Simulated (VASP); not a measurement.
The system is CdTe.

```xyz
2
Lattice="0.0000 3.2050 3.2050 3.2050 0.0000 3.2050 3.2050 3.2050 0.0000" Properties=species:S:1:pos:R:3 pbc="T T T"
Cd    0.0000    0.0000    0.0000
Te    1.6025    1.6025    1.6025
```

* Program: VASP 6.6.1
* Task: relaxation of cell and atoms
* Functional: PBE
* Potentials or basis: VASP PAW PBE potentials, release 64 (Cd, Te)
* Cutoff: 520 eV
* k mesh: 8 × 8 × 8
* Occupations: gaussian, width 0.02 eV
* Spin: no spin polarisation

At the start: pressure 4.4 GPa; volume 32.92 Å³/atom.

Q: How do energy, volume and symmetry change on relaxing?

A: Over 5 steps the energy falls by 42.6 meV/atom and the volume is 36.33 Å³/atom (+10.3 %); space group F-43m (No. 216, to 0.05 Å).

Step by step:
| step | energy change (eV) | largest force (eV/Å) | pressure (GPa) | volume (Å³) |
| --- | --- | --- | --- | --- |
| 1 | 0.0000 | 0.0000 | 4.39 | 65.84 |
| 2 | -0.0784 | 0.0000 | -0.97 | 74.82 |
| 3 | -0.0852 | 0.0000 | 0.02 | 72.63 |
| 4 | -0.0851 | 0.0000 | -0.05 | 72.77 |
| 5 | -0.0852 | 0.0000 | 0.00 | 72.66 |

Final structure:
```cif
data_structure
_symmetry_space_group_name_H-M 'P 1'
_symmetry_Int_Tables_number 1
_cell_length_a 4.6838
_cell_length_b 4.6838
_cell_length_c 4.6838
_cell_angle_alpha 60.000
_cell_angle_beta 60.000
_cell_angle_gamma 60.000
_cell_volume 72.66
loop_
_atom_site_label
_atom_site_type_symbol
_atom_site_fract_x
_atom_site_fract_y
_atom_site_fract_z
_atom_site_occupancy
Cd1 Cd 0.00000 0.00000 0.00000 1
Te1 Te 0.25000 0.25000 0.25000 1
```

Caveat: the volume moved by +10 % from the deposited cell, more than functionals usually miss.
